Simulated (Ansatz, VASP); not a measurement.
# Y11Al5Si14O52 (amorphous 64SiO2-25Y2O3-11Al2O3 (mol %)) in two plane-wave programs, part 2 of 2

One calculation is typed for both programs; each brings its own data sets. How far apart do they land? The cell is taken from a series of runs on this material, whose earlier steps may have relaxed, scaled, displaced or heated it; both programs get it as it stands.

VASP 6.6.1 and Ansatz 0.2.0.

So far. Step 2 (VASP: single point, PBE): The run ends at a pressure of -0.29 GPa, with forces up to 1.5 eV/Å.

## Step 4: Comparison

Known differences besides the potentials themselves: the cutoff is 420 eV in Ansatz and 600 eV in VASP (PREC = Accurate, projectors in real space). Total energies have different zeros and are not compared.

Compared:

```
              quantity  Ansatz   VASP  difference
        pressure (GPa)   -0.14  -0.29       +0.15
gap on the k mesh (eV)   2.920  2.913      +0.006
```

Forces on 10 of the 164 atoms, those with the largest forces and the largest differences (eV/Å; atoms numbered as in POSCAR):

```
atom          Ansatz x, y, z            VASP x, y, z
Si12   -0.340, -0.559, 0.498   -0.302, -0.546, 0.526
Si17   -0.537, 0.657, -0.207   -0.561, 0.642, -0.213
Si21   0.586, -0.387, -0.254   0.574, -0.411, -0.255
 Y33  -0.180, -0.368, -1.366  -0.169, -0.351, -1.360
 Y46     0.415, 0.099, 1.458     0.417, 0.093, 1.433
 O64   0.007, -0.045, -0.055  -0.008, -0.124, -0.070
 O97  -0.002, -0.367, -0.075   0.050, -0.322, -0.026
O110    0.074, 0.043, -0.073   0.091, -0.038, -0.073
O122   -0.168, 0.178, -0.692   -0.164, 0.173, -0.685
O137    -0.675, 0.065, 0.573    -0.718, 0.096, 0.572
```

The forces differ by 22 meV/Å r.m.s., which is 11.9 % of the r.m.s. force of 0.186 eV/Å (both taken over all components). A gap on the mesh is an upper bound, since the band edges may lie between its points.

## Step 5: Results

* r.m.s. force difference (single point, PBE): 22 meV/Å

In words: The r.m.s. force difference is 22 meV/Å (single point, PBE), beyond the 12 meV/Å picked in this series as the mark of a large difference. What causes the difference of the single point, PBE pair stays open here. Such differences can come from data sets, numerical settings and the points named under the comparisons, not from the functional's error against experiment.

[Lines on the potential files, build, host, timing and source positions are cut from VASP's logs without a mark.]

[Logs are printed without paths, hosts, clocks, repeated set-up lines and the standing remarks that a program may print on its own settings, such as how far it seeks lower states.]

[Hosts, paths, dates, database ids (printed as entryN), source tags and the programs' standing remarks are cut or masked in the printed files.]
